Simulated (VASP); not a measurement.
A VASP calculation is set up with these files.

File KPOINTS:
```
Regular mesh
0
gamma
  7 7 4
0 0 0
```

File POSCAR:
```
Mg3Sb2
1.0
  2.3016433268  -3.9865633463   0.0000000000
  2.3016433268   3.9865633463   0.0000000000
  0.0000000000   0.0000000000   7.2540575995
Mg Sb
3 2
direct
  0.0000000000   0.0000000000   0.0000000000
  0.3333330000   0.6666670000   0.6334616594
  0.6666670000   0.3333330000   0.3665383406
  0.3333330000   0.6666670000   0.2259273801
  0.6666670000   0.3333330000   0.7740726199
```

### INCAR
```
SYSTEM = Mg3Sb2
PREC = Accurate
ENCUT = 400
EDIFF = 1E-6
NELM = 100
ALGO = Normal
LREAL = .FALSE.
LASPH = .TRUE.
ISMEAR = 1
SIGMA = 0.1
GGA = PE
LMAXMIX = 4
LWAVE = .FALSE.
LCHARG = .FALSE.
IBRION = 2
ISIF = 3
NSW = 60
EDIFFG = -0.02
```

POTCAR, in this order: Mg Sb (PBE.64 set). Program: vasp_std.

Question: Write an equivalent input for Quantum ESPRESSO's pw.x.

Answer: One equivalent input (not run):
```
&CONTROL
  calculation = 'vc-relax'
  pseudo_dir = './pseudo'
  outdir = './out'
  tprnfor = .true.
  tstress = .true.
  nstep = 60
  forc_conv_thr = 0.00078
/
&SYSTEM
  ibrav = 0
  nat = 5
  ntyp = 2
  ecutwfc = 84
  occupations = 'smearing'
  smearing = 'methfessel-paxton'
  degauss = 0.00735
  input_dft = 'pbe'
/
&ELECTRONS
  conv_thr = 7.3e-08
  electron_maxstep = 100
/
&IONS
/
&CELL
/
ATOMIC_SPECIES
  Mg 24.305 Mg.upf
  Sb 121.760 Sb.upf
CELL_PARAMETERS angstrom
     2.3016433   -3.9865633    0.0000000
     2.3016433    3.9865633    0.0000000
     0.0000000   -0.0000000    7.2540576
ATOMIC_POSITIONS crystal
  Mg   0.0000000  0.0000000  0.0000000
  Mg   0.3333330  0.6666670  0.6334617
  Mg   0.6666670  0.3333330  0.3665383
  Sb   0.3333330  0.6666670  0.2259274
  Sb   0.6666670  0.3333330  0.7740726
K_POINTS automatic
  7 7 4 0 0 0
```
The two are equivalent in intent, not identical: the potentials are each code's own (VASP's PAW set, PseudoDojo norm-conserving files in pw.x), so ENCUT and ecutwfc are chosen apart and not converted; conv_thr bounds pw.x's estimated SCF error, while EDIFF bounds the energy change between steps; forc_conv_thr acts on force components and is met together with etot_conv_thr.

The compound is Mg3Sb2 in the a-la2o3 structure. This run relaxes it. Symmetry was kept, so distortions that lower it aren't found. The start is the result of an earlier pass.
